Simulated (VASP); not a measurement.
Data:

```xyz
2
Lattice="2.7200 0.0000 0.0000 0.0000 2.7200 0.0000 0.0000 0.0000 3.7100" Properties=species:S:1:pos:R:3 pbc="T T T"
Fe     0.0000     0.0000     0.0000
Pt     1.3600     1.3600     1.8550
```
Starting moments (μB, in the order of the record's atoms Fe Pt): 3.0 0.0.

The numbers are results of optB88-vdW, VASP's PBE PAW potentials (set 64) (plane waves; VASP), not measurements. Numerical set-up: 520 eV cut-off, 12×12×9 Γ-centred mesh, first-order Methfessel-Paxton smearing of 0.10 eV, potentials Fe Pt.

### Question
The ions, cell shape and volume are relaxed. Predict the relaxed structure.

### Answer

```xyz
2
Lattice="2.7270 0.0000 0.0000 0.0000 2.7270 0.0000 0.0000 0.0000 3.7613" Properties=species:S:1:pos:R:3 pbc="T T T"
Fe     0.0000     0.0000     3.7613
Pt     1.3635     1.3635     1.8807
```
Space group P4/mmm (123), at a tolerance of 0.03 Å. The cell ends with 3.22 μB, on the sites 2.87 0.32 μB.

### Question
How do energy and volume change from the first to the last step?

### Answer
The energy (σ→0) changes by -3.7 meV/atom and the volume by +1.9 %, in 6 ionic steps.

The compound is FePt in the L1_0 structure. This run relaxes it. Symmetry was kept, so distortions that lower it aren't found.
